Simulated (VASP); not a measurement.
Computed with PBEsol GGA, VASP's PBE PAW potentials (set 64) (plane waves; VASP).

A VASP calculation is set up with these files.

KPOINTS:
```
Automatic mesh
0
gamma
  6 6 6
0.5 0.5 0.5
```

**INCAR**
```
LMAXMIX  =  4   # l cut-off of mixed one-centre charges
EDIFF  =  1E-04   # SCF stop (eV)
ENCUT  =  240   # plane-wave cut-off (eV)
SYSTEM  =  Sc
LCHARG  =  .FALSE.
SIGMA  =  0.2   # width (eV)
LREAL  =  .FALSE.   # projection in real space or not
GGA  =  PS
LWAVE  =  .FALSE.
LASPH  =  .TRUE.   # aspherical one-centre terms
NELM  =  100
ALGO  =  Normal   # blocked Davidson
ISIF  =  2   # forces and stress, cell fixed
PREC  =  Accurate
ISMEAR  =  0
```

POSCAR:
```
Sc
3.2744420
  1.0000000000   0.0000000000   0.0000000000
 -0.5000000000   0.8660251121   0.0000000000
  0.0000000000   0.0000000000   3.2175063721
Sc
4
Direct
  0.0000000000   0.0000000000   0.0000000000
  0.0000000000   0.0000000000   0.5000000000
  0.3333330000   0.6666670000   0.2500000000
  0.6666670000   0.3333330000   0.7500000000
```

POTCAR, in this order: Sc_sv (PBE.64 set). Program: vasp_std.

The resulting files:

**OSZICAR**
```
       N       E                     dE             d eps       ncg     rms          rms(c)
DAV:   1     0.450689869169E+03    0.45069E+03   -0.16045E+04  2264   0.102E+03
DAV:   2     0.198003134469E+01   -0.44871E+03   -0.44635E+03  2384   0.629E+02
DAV:   3    -0.280460869583E+02   -0.30026E+02   -0.29195E+02  2946   0.138E+02
DAV:   4    -0.294098008040E+02   -0.13637E+01   -0.12899E+01  3014   0.264E+01
DAV:   5    -0.294810982060E+02   -0.71297E-01   -0.69071E-01  3024   0.442E+00    0.109E+01
DAV:   6    -0.267552978236E+02    0.27258E+01   -0.62960E+00  2258   0.247E+01    0.326E+00
DAV:   7    -0.264159253790E+02    0.33937E+00   -0.15388E+00  2462   0.111E+01    0.125E+00
DAV:   8    -0.264052279853E+02    0.10697E-01   -0.26386E-01  2588   0.443E+00    0.903E-01
DAV:   9    -0.263849644633E+02    0.20264E-01   -0.12753E-01  2584   0.291E+00    0.245E-01
DAV:  10    -0.263835814510E+02    0.13830E-02   -0.11585E-02  2520   0.101E+00    0.416E-02
DAV:  11    -0.263836629811E+02   -0.81530E-04   -0.11140E-03  2008   0.237E-01    0.409E-02
DAV:  12    -0.263836279879E+02    0.34993E-04   -0.33135E-04  1736   0.236E-01
   1 F= -.26383628E+02 E0= -.26305427E+02  d E =-.156401E+00
```

**OUTCAR**
```
------------------------ aborting loop because EDIFF is reached ----------------------------------------
  FORCE on cell =-STRESS in cart. coord.  units (eV):
  Direction    XX          YY          ZZ          XY          YZ          ZX
  --------------------------------------------------------------------------------------
  Total       -1.4183118     -1.4183109     -1.7619349      0.0000000     -0.0000000      0.0000000
  in kB      -23.2284644    -23.2284488    -28.8561661      0.0000000     -0.0000000      0.0000000
  external PRESSURE =     -25.1043598 kB  Pullay stress =       0.0000000 kB
  volume of cell :       97.83
      direct lattice vectors                 reciprocal lattice vectors
     3.274442000  0.000000000  0.000000000     0.305395545  0.176320260  0.000000000
    -1.637221000  2.835749000  0.000000000     0.000000000  0.352640519  0.000000000
     0.000000000  0.000000000 10.535538000     0.000000000  0.000000000  0.094916842
 POSITION                                       TOTAL-FORCE (eV/Angst)
 -----------------------------------------------------------------------------------
      0.00000      0.00000      0.00000         0.000000      0.000000      0.000000
      0.00000      0.00000      5.26777         0.000000      0.000000      0.000000
     -0.00000      1.89050      2.63388        -0.000000      0.000000     -0.000000
      1.63722      0.94525      7.90165         0.000000     -0.000000      0.000000
 -----------------------------------------------------------------------------------
    total drift:                                0.000000     -0.000000      0.000000
  FREE ENERGIE OF THE ION-ELECTRON SYSTEM (eV)
  ---------------------------------------------------
  free  energy   TOTEN  =       -26.3836279879 eV

  energy  without entropy=      -26.2272266327  energy(sigma->0) =      -26.30542731
```
(Selected blocks of OUTCAR.)

At this cut-off the stress carries a Pulay error, which pulls relaxed volumes low.

The structure was generated: Sc was put into an ordered model structure, which need not be its known phase. The cell was not relaxed at this level. The k-mesh is coarse (spacing up to 0.37 per Å, 2π included), so the numbers may not be converged in it. The run is one of a series of settings (EDIFF = 1E-04, ENCUT = 240, GGA = PS, KPOINTS 6×6×6 Γ-centred mesh shifted by (0.5, 0.5, 0.5), POTCAR Sc_sv (PBE.64 set) against the base run), some of them coarse on purpose.
